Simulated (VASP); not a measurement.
# Co: surface energy and work function by face, part 4 of 5

Which face of Co is cheapest, and which holds its electrons hardest?

VASP 6.6.1; r2SCAN, spin-polarised from a ferromagnetic start; plane waves and PAW (Co).

Still holding for the runs below: The magnetic state follows from one typed start and may not be the lowest.

So far. Step 4 (Surface relaxation, 8 atoms, face Co(0001)): The run ended after 8 ionic steps, 0.078 eV below its first step, once the forces on the free atoms met EDIFFG = -0.03. Step 5 (Potential and states of the slab, 8 atoms, face …): The vacuum level lies 4.98 eV above the Fermi level at the upper face; both faces agree, as the slab has next to no dipole.

## (6) Surface relaxation, 12 atoms, face Co(10-10)

System of this step: Co(10-10). The cell holds 12 atoms: 12 Co. Its edges and angles: a = 2.472 Å, b = 4.012 Å, c = 26.418 Å, α = 90.0°, β = 90.0°, γ = 90.0°. It derives from Co. 12 layers of hcp Co, cut at this functional's lattice. Vacuum lies along c.

INCAR

```
SYSTEM = Co
PREC = Normal
ENCUT = 320
EDIFF = 1E-05
NELM = 120
ISMEAR = 1
SIGMA = 0.15
LREAL = .FALSE.
ALGO = Normal
METAGGA = R2SCAN
LASPH = .TRUE.
NBANDS = 86
ISPIN = 2
MAGMOM = 2 2 2 2 2 2 2 2 2 2 2 2
LMAXMIX = 4
LORBIT = 11
LWAVE = .FALSE.
LCHARG = .FALSE.
KPAR = 4
IBRION = 2
NSW = 40
ISIF = 2
EDIFFG = -0.03
POTIM = 0.4
MAXMIX = 40
```

POSCAR

```
Co
1.0
    2.4720257627      0.0000000000      0.0000000000
    0.0000000000      4.0121571393      0.0000000000
    0.0000000000      0.0000000000     26.4177979163
Co
12
Direct
    0.0000000000      0.0000000000      0.2838995100
    0.5000000000      0.0000000000      0.3649372000
    0.5000000000      0.5000000000      0.3109120800
    0.0000000000      0.0000000000      0.4459748800
    0.0000000000      0.5000000000      0.3919497600
    0.5000000000      0.0000000000      0.5270125600
    0.5000000000      0.5000000000      0.4729874400
    0.0000000000      0.0000000000      0.6080502400
    0.0000000000      0.5000000000      0.5540251200
    0.5000000000      0.0000000000      0.6890879200
    0.5000000000      0.5000000000      0.6350628000
    0.0000000000      0.5000000000      0.7161004900
```

KPOINTS

```
Automatic mesh
0
Gamma
12 8 1
0 0 0
```

Potentials, in the order of the species: Co (PBE family, release 64).

Started as:

```sh
$ mpirun -np 4 vasp_std
```

What it wrote:

```text
[banner, memory and clock lines left out]
running    4 mpi-ranks, on    1 nodes
 distrk:  each k-point on    1 cores,    4 groups
 distr:  one band on    1 cores,    1 groups

 POSCAR found type information on POSCAR Co
 POSCAR found :  1 types and      12 ions
 [... a notice as in an earlier step ...]

 LDA part: xc-table for (None), standard interpolation
 POSCAR, INCAR and KPOINTS ok, starting setup
 FFT: planning ... GRIDC
 FFT: planning ... GRID_SOFT
 FFT: planning ... GRID
 WAVECAR not read
 entering main loop
       N       E                     dE             d eps       ncg     rms          rms(c)
DAV:   1     0.656957803496E+03    0.65696E+03   -0.35943E+04 12112   0.104E+03
DAV:   2    -0.115714745404E+03   -0.77267E+03   -0.71056E+03 12040   0.279E+02
DAV:   3    -0.184632891009E+03   -0.68918E+02   -0.62734E+02 12804   0.115E+02
DAV:   4    -0.186156590923E+03   -0.15237E+01   -0.15177E+01 13130   0.201E+01
DAV:   5    -0.186192969229E+03   -0.36378E-01   -0.36376E-01 18270   0.200E+00    0.426E+01
DAV:   6    -0.183666067030E+03    0.25269E+01   -0.17881E+02 13870   0.146E+02    0.692E+01
DAV:   7    -0.202133803322E+03   -0.18468E+02   -0.11300E+02 14508   0.152E+02    0.800E+01
DAV:   8    -0.161814863364E+03    0.40319E+02   -0.64813E+01 17720   0.814E+01    0.351E+01
DAV:   9    -0.161479828955E+03    0.33503E+00   -0.36004E+01 14424   0.946E+01    0.437E+01
DAV:  10    -0.155710315949E+03    0.57695E+01   -0.41737E+01 15066   0.733E+01    0.255E+01
DAV:  11    -0.155374850298E+03    0.33547E+00   -0.88496E+00 13856   0.475E+01    0.217E+01
DAV:  12    -0.154760523800E+03    0.61433E+00   -0.51489E+00 14260   0.277E+01    0.868E+00
DAV:  13    -0.155498133673E+03   -0.73761E+00   -0.19607E+00 13654   0.211E+01    0.126E+01
DAV:  14    -0.155340422477E+03    0.15771E+00   -0.19336E+00 14158   0.202E+01    0.469E+00
DAV:  15    -0.155556985619E+03   -0.21656E+00   -0.74931E-01 12390   0.551E+00    0.481E+00
DAV:  16    -0.155565345150E+03   -0.83595E-02   -0.62231E-02 12906   0.169E+00    0.439E+00
DAV:  17    -0.155561503772E+03    0.38414E-02   -0.22049E-02 13138   0.269E+00    0.358E+00
DAV:  18    -0.155599728835E+03   -0.38225E-01   -0.77990E-02 13510   0.496E+00    0.335E+00
DAV:  19    -0.155584092927E+03    0.15636E-01   -0.39920E-02 13552   0.269E+00    0.191E+00
DAV:  20    -0.155603073424E+03   -0.18980E-01   -0.27211E-02 15408   0.156E+00    0.119E+00
DAV:  21    -0.155611488835E+03   -0.84154E-02   -0.10133E-02 17498   0.112E+00    0.987E-01
DAV:  22    -0.155612182056E+03   -0.69322E-03   -0.77304E-03 13540   0.103E+00    0.858E-01
DAV:  23    -0.155614313018E+03   -0.21310E-02   -0.65375E-03 13748   0.744E-01    0.873E-01
DAV:  24    -0.155620871234E+03   -0.65582E-02   -0.96925E-03 13588   0.120E+00    0.620E-01
DAV:  25    -0.155624128028E+03   -0.32568E-02   -0.34330E-03 13486   0.510E-01    0.567E-01
DAV:  26    -0.155627289578E+03   -0.31615E-02   -0.20837E-03 14268   0.703E-01    0.309E-01
DAV:  27    -0.155629593840E+03   -0.23043E-02   -0.18948E-03 16438   0.448E-01    0.236E-01
DAV:  28    -0.155631570609E+03   -0.19768E-02   -0.23532E-03 15212   0.507E-01    0.149E-01
DAV:  29    -0.155634464609E+03   -0.28940E-02   -0.25567E-03 13940   0.361E-01    0.980E-02
DAV:  30    -0.155633218754E+03    0.12459E-02   -0.37959E-03 12072   0.355E-01    0.105E-01
DAV:  31    -0.155635558941E+03   -0.23402E-02   -0.43414E-03 12074   0.389E-01    0.600E-02
DAV:  32    -0.155632901058E+03    0.26579E-02   -0.25408E-03 12212   0.291E-01    0.421E-02
DAV:  33    -0.155634876287E+03   -0.19752E-02   -0.17723E-03 12062   0.243E-01    0.351E-02
DAV:  34    -0.155633799248E+03    0.10770E-02   -0.16932E-03 12616   0.221E-01    0.274E-02
DAV:  35    -0.155634047085E+03   -0.24784E-03   -0.21312E-03 12072   0.255E-01    0.245E-02
DAV:  36    -0.155633252052E+03    0.79503E-03   -0.62924E-04 12426   0.141E-01    0.160E-02
DAV:  37    -0.155633343954E+03   -0.91903E-04   -0.36877E-04 12332   0.109E-01    0.156E-02
DAV:  38    -0.155633186030E+03    0.15792E-03   -0.59968E-05 11892   0.476E-02    0.136E-02
DAV:  39    -0.155633078594E+03    0.10744E-03   -0.20217E-05 10680   0.301E-02    0.594E-03
DAV:  40    -0.155633066787E+03    0.11807E-04   -0.77514E-06  8912   0.156E-02    0.555E-03
DAV:  41    -0.155633063352E+03    0.34348E-05   -0.82344E-06  8638   0.195E-02
   1 F= -.15563306E+03 E0= -.15563174E+03  d E =-.155633E+03  mag=    21.5435
 curvature:   0.00 expect dE= 0.000E+00 dE for cont linesearch  0.000E+00
 trial: gam= 0.00000 g(F)=  0.347E-01 g(S)=  0.000E+00 ort = 0.000E+00 (trialstep = 0.100E+01)
 search vector abs. value=  0.347E-01
 bond charge predicted
       N       E                     dE             d eps       ncg     rms          rms(c)
DAV:   1    -0.155618862011E+03    0.14205E-01   -0.52754E+00 12118   0.674E+00    0.126E+00
DAV:   2    -0.155656863217E+03   -0.38001E-01   -0.11896E-01 13796   0.192E+00    0.677E-01
DAV:   3    -0.155660436926E+03   -0.35737E-02   -0.11371E-02 13030   0.641E-01    0.261E-01
DAV:   4    -0.155660824710E+03   -0.38778E-03   -0.13521E-03 12896   0.263E-01    0.199E-01
DAV:   5    -0.155660750648E+03    0.74062E-04   -0.71402E-04 15516   0.230E-01    0.127E-01
DAV:   6    -0.155661021388E+03   -0.27074E-03   -0.29328E-04 13570   0.134E-01    0.620E-02
DAV:   7    -0.155660959674E+03    0.61714E-04   -0.85624E-05 13154   0.103E-01    0.255E-02
DAV:   8    -0.155661031542E+03   -0.71868E-04   -0.41243E-05 11614   0.437E-02    0.198E-02
DAV:   9    -0.155661034627E+03   -0.30847E-05   -0.10624E-05  8732   0.272E-02
   2 F= -.15566103E+03 E0= -.15566009E+03  d E =-.279713E-01  mag=    21.5264
[...]
3 F= -.15567654E+03 E0= -.15567637E+03  d E =-.434758E-01  mag=    21.5047
[...]
4 F= -.15568096E+03 E0= -.15568086E+03  d E =-.442236E-02  mag=    21.4909
[...]
5 F= -.15568437E+03 E0= -.15568436E+03  d E =-.783083E-02  mag=    21.4671
[...]
6 F= -.15568434E+03 E0= -.15568433E+03  d E =-.780556E-02  mag=    21.4701
[...]
7 F= -.15568536E+03 E0= -.15568529E+03  d E =-.101260E-02  mag=    21.4633
[...]
8 F= -.15568550E+03 E0= -.15568541E+03  d E =-.115527E-02  mag=    21.4592
 curvature:  -1.55 expect dE=-0.297E-03 dE for cont linesearch -0.538E-07
 trial: gam= 0.17388 g(F)=  0.192E-03 g(S)=  0.000E+00 ort = 0.616E-05 (trialstep = 0.186E+01)
 search vector abs. value=  0.227E-03
 bond charge predicted
       N       E                     dE             d eps       ncg     rms          rms(c)
DAV:   1    -0.155685041159E+03    0.46862E-03   -0.11497E-01 12142   0.101E+00    0.177E-01
DAV:   2    -0.155685582720E+03   -0.54156E-03   -0.23315E-03 14112   0.277E-01    0.886E-02
DAV:   3    -0.155685696666E+03   -0.11395E-03   -0.20991E-04 12782   0.111E-01    0.252E-02
DAV:   4    -0.155685780678E+03   -0.84012E-04   -0.43410E-05 11362   0.397E-02    0.166E-02
DAV:   5    -0.155685851757E+03   -0.71078E-04   -0.18295E-05  9320   0.299E-02    0.992E-03
DAV:   6    -0.155685875298E+03   -0.23541E-04   -0.11819E-05  8808   0.249E-02    0.363E-03
DAV:   7    -0.155685845850E+03    0.29447E-04   -0.10834E-05  8840   0.172E-02    0.321E-03
DAV:   8    -0.155685821820E+03    0.24030E-04   -0.61644E-06  8256   0.114E-02    0.232E-03
DAV:   9    -0.155685827003E+03   -0.51826E-05   -0.23661E-06  7848   0.762E-03
   9 F= -.15568583E+03 E0= -.15568567E+03  d E =-.327039E-03  mag=    21.4549
 trial-energy change:   -0.000327  1 .order   -0.000302   -0.000359   -0.000246
 step:   5.9066(harm=  5.9066)  dis= 0.00754  next Energy=  -155.686069 (dE=-0.569E-03)
 reached required accuracy - stopping structural energy minimisation
```

Wall time 24 min (4 MPI ranks of Intel Xeon 6975P-C (Granite Rapids), shared host); peak memory 2.2 GiB; 1.6 h of CPU time.

Parts of OUTCAR (step 6):

```text
   k-points           NKPTS =     35   k-points in BZ     NKDIM =     35   number of bands    NBANDS=     86

   ENCUT  =  320.0 eV  23.52 Ry    4.85 a.u.   3.61  5.85 38.53*2*pi/ulx,y,z

   NELECT =     108.0000    total number of electrons

 E-fermi :   2.8268

 spin component 1
 k-point     1 :       0.0000    0.0000    0.0000
  band No.  band energies     occupation
    ...
     62       1.3821      1.00000
     63       1.4144      1.00000
     64       1.4844      1.00000
     65       1.4844      1.00000
     66       2.2350      1.00000
     67       3.0514     -0.02777
     68       3.3355     -0.00001
     69       4.2963     -0.00000
     70       5.8926      0.00000
     71       6.5666      0.00000
    ...

 k-point     2 :       0.0833    0.0000    0.0000
  band No.  band energies     occupation
    ...
     62       1.3813      1.00000
     63       1.4099      1.00000
     64       1.4229      1.00000
     65       1.5315      1.00000
     66       2.5813      1.02138
     67       3.6579     -0.00000
     68       3.6972     -0.00000
     69       4.7344     -0.00000
     70       6.2184      0.00000
     71       6.7407      0.00000
    ...

  Total       -2.4073700     -2.9200765     -0.7550275      0.0000000      0.0000000      0.0000000
  in kB      -14.7206125    -17.8557162     -4.6168507      0.0000000      0.0000000      0.0000000
  external PRESSURE =     -12.3977265 kB  Pullay stress =       0.0000000 kB

 POSITION                                       TOTAL-FORCE (eV/Angst)
 -----------------------------------------------------------------------------------
      0.00000      0.00000      7.57337         0.000000      0.000000      0.010331
      1.23601      0.00000      9.62007         0.000000      0.000000      0.015091
      1.23601      2.00608      8.18022         0.000000      0.000000      0.013664
      0.00000      0.00000     11.77704         0.000000      0.000000      0.013104
      0.00000      2.00608     10.33681         0.000000      0.000000      0.011240
      1.23601      0.00000     13.91930         0.000000      0.000000      0.020154
      1.23601      2.00608     12.49850         0.000000      0.000000     -0.020154
      0.00000      0.00000     16.08099         0.000000      0.000000     -0.011240
      0.00000      2.00608     14.64076         0.000000      0.000000     -0.013104
      1.23601      0.00000     18.23758         0.000000      0.000000     -0.013664
      1.23601      2.00608     16.79772         0.000000      0.000000     -0.015091
      0.00000      2.00608     18.84442         0.000000      0.000000     -0.010331
 -----------------------------------------------------------------------------------
    total drift:                                0.000000      0.000000      0.000000

  FREE ENERGIE OF THE ION-ELECTRON SYSTEM (eV)
  ---------------------------------------------------
  free  energy   TOTEN  =      -155.6858270025 eV

  energy  without entropy=     -155.6853562083  energy(sigma->0) =     -155.68567007

 magnetization (x)
# of ion       s       p       d       tot
------------------------------------------
    1       -0.003  -0.075   2.053   1.975
    2       -0.012  -0.080   1.919   1.827
    3       -0.012  -0.085   1.950   1.853
    4       -0.011  -0.085   1.904   1.807
    5       -0.010  -0.085   1.928   1.833
    6       -0.013  -0.085   1.897   1.799
    7       -0.013  -0.085   1.897   1.799
    8       -0.010  -0.085   1.928   1.833
    9       -0.011  -0.085   1.904   1.807
   10       -0.012  -0.085   1.950   1.853
   11       -0.012  -0.080   1.919   1.827
   12       -0.003  -0.075   2.053   1.975
--------------------------------------------------
tot         -0.124  -0.990  23.302  22.188

[... 1 part as in an earlier step ...]

[... 20 further parts left out ...]
```

CONTCAR:

```
Co
   1.00000000000000
     2.4720257627000000    0.0000000000000000    0.0000000000000000
     0.0000000000000000    4.0121571393000002    0.0000000000000000
     0.0000000000000000    0.0000000000000000   26.4177979162999996
  Co
    12
Direct
     0.0000000000000000    0.0000000000000000    0.2866769335931819
     0.5000000000000000    0.0000000000000000    0.3641512312287507
     0.5000000000000000    0.5000000000000000    0.3096479849661985
     0.0000000000000000    0.0000000000000000    0.4457994845775950
     0.0000000000000000    0.5000000000000000    0.3912820181442725
     0.5000000000000000    0.0000000000000000    0.5268909488410500
     0.5000000000000000    0.5000000000000000    0.4731090511589500
     0.0000000000000000    0.0000000000000000    0.6087179818557275
     0.0000000000000000    0.5000000000000000    0.5542005154224049
     0.5000000000000000    0.0000000000000000    0.6903520150338015
     0.5000000000000000    0.5000000000000000    0.6358487687712493
     0.0000000000000000    0.5000000000000000    0.7133230664068180
```

The run keeps the 8 symmetry operations of its start, so it cannot find a distortion of lower symmetry.

Relaxation path:

```csv
step,energy less that of the first step (eV),largest force (eV/Å)
1,0.0000,0.5065
2,-0.0280,0.3401
3,-0.0435,0.1270
4,-0.0479,0.0912
5,-0.0513,0.0921
6,-0.0513,0.0750
7,-0.0523,0.0409
8,-0.0524,0.0337
9,-0.0528,0.0202
```

The atoms that moved most (Å):

```csv
atom,dx,dy,dz,length
Co12,0.000,0.000,-0.073,0.073
Co1,0.000,0.000,0.073,0.073
Co10,0.000,0.000,0.033,0.033
Co3,0.000,0.000,-0.033,0.033
Co2,0.000,0.000,-0.021,0.021
Co11,0.000,0.000,0.021,0.021
Co8,0.000,0.000,0.018,0.018
Co5,0.000,0.000,-0.018,0.018
```

Final coordinates:

```xyz
12
Lattice="2.4720 0.0000 0.0000 0.0000 4.0122 0.0000 0.0000 0.0000 26.4178" Properties=species:S:1:pos:R:3
Co    0.0000    0.0000    7.5734
Co    1.2360    0.0000    9.6201
Co    1.2360    2.0061    8.1802
Co    0.0000    0.0000   11.7770
Co    0.0000    2.0061   10.3368
Co    1.2360    0.0000   13.9193
Co    1.2360    2.0061   12.4985
Co    0.0000    0.0000   16.0810
Co    0.0000    2.0061   14.6408
Co    1.2360    0.0000   18.2376
Co    1.2360    2.0061   16.7977
Co    0.0000    2.0061   18.8444
```

This step gave:

```
electronic cycles                                 : 106
electrons                                         : 108
free energy (TOTEN)                               : -155.6858 eV
energy at zero smearing                           : -155.6857 eV
Fermi energy                                      : 2.827 eV
moment of the cell, from the last line of the log : 21.45 μB
```

Spin moment in the PAW sphere by atom:

```csv
atom,spin moment in the PAW sphere (μB)
Co1,1.98
Co2,1.83
Co3,1.85
Co4,1.81
Co5,1.83
Co6,1.80
Co7,1.80
Co8,1.83
Co9,1.81
Co10,1.85
Co11,1.83
Co12,1.98
```

The run ended after 9 ionic steps, 0.053 eV below its first step, once the forces on the free atoms met EDIFFG = -0.03.

[end of part 4 of 5]

[Lines on the potential files, build, host, timing and source positions are cut from VASP's logs without a mark.]

[Logs are printed without paths, hosts, clocks, repeated set-up lines and the standing remarks that a program may print on its own settings, such as how far it seeks lower states.]

[Hosts, paths, dates, database ids (printed as entryN), source tags and the programs' standing remarks are cut or masked in the printed files.]

[Runs that stopped without an error message from VASP are left out.]
